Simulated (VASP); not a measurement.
Here is a VASP 6.6.1 calculation.

The input POSCAR:

```
Be2CoF6
1.0
    0.0000000000      3.6578638700      3.6578638700
    3.6578638700      0.0000000000      3.6578638700
    3.6578638700      3.6578638700      0.0000000000
Be F Co
2 6 1
Direct
    0.2500000000      0.2500000000      0.2500000000
    0.7500000000      0.7500000000      0.7500000000
    0.8050000000      0.1950000000      0.1950000000
    0.1950000000      0.8050000000      0.1950000000
    0.1950000000      0.8050000000      0.8050000000
    0.8050000000      0.1950000000      0.8050000000
    0.1950000000      0.1950000000      0.8050000000
    0.8050000000      0.8050000000      0.1950000000
    0.0000000000      0.0000000000      0.0000000000
```

Contents of INCAR.step1:

```
SYSTEM = Be2CoF6
PREC = Accurate
ENCUT = 520
ISMEAR = -5
SIGMA = 0.1
LREAL = .FALSE.
LASPH = .TRUE.
NELM = 100
LMAXMIX = 4
GGA = PE
ALGO = Normal
EDIFF = 1E-4
LWAVE = .TRUE.
LCHARG = .FALSE.
```

INCAR.step2

```
SYSTEM = Be2CoF6
PREC = Accurate
ENCUT = 520
EDIFF = 1E-7
ISMEAR = -1
SIGMA = 0.1
LREAL = .FALSE.
LASPH = .TRUE.
NELM = 100
ALGO = Normal
ISIF = 2
LWAVE = .FALSE.
LCHARG = .FALSE.
LMAXMIX = 4
METAGGA = R2SCAN
LMIXTAU = .TRUE.
LORBIT = 11
ISTART = 1
```

File KPOINTS:

```
regular mesh
0
G
  8 8 8
  0 0 0
```

Potentials or basis: VASP PAW PBE potentials, release 64 (Be, F, Co).

The run is started by

```bash
$ cat potpaw_PBE.64/Be/POTCAR potpaw_PBE.64/F/POTCAR potpaw_PBE.64/Co/POTCAR > POTCAR
$ cp INCAR.step1 INCAR
$ mpirun -np 1 vasp_std > vasp.out
$ cp INCAR.step2 INCAR
$ mpirun -np 1 vasp_std > vasp.out
```

Estimate the band gap on the k mesh.

none (metal or under the smearing width).

What does it give for the largest force?

25.981 eV/Å.

Forces on the atoms (eV/Å):
```
Be    0.000   0.000   0.000
Be    0.000   0.000   0.000
F    25.981   0.000   0.000
F     0.000  25.981   0.000
F   -25.981   0.000   0.000
F     0.000 -25.981   0.000
F     0.000   0.000  25.981
F     0.000   0.000 -25.981
Co    0.000   0.000   0.000
```

Caveat: the PAW data sets were made with another functional, which shifts forces and pressure a little; an odd number of electrons without spin polarisation forces a metal; a magnetic or distorted state may lie lower; the run has no spin polarisation, though such a crystal can be magnetic; semilocal functionals often make such compounds metallic where correlation or magnetic order opens a gap, which also shifts bond lengths. With open d or f shells a metallic result of r2SCAN can be an artefact of self-interaction; +U or a hybrid may open a gap.
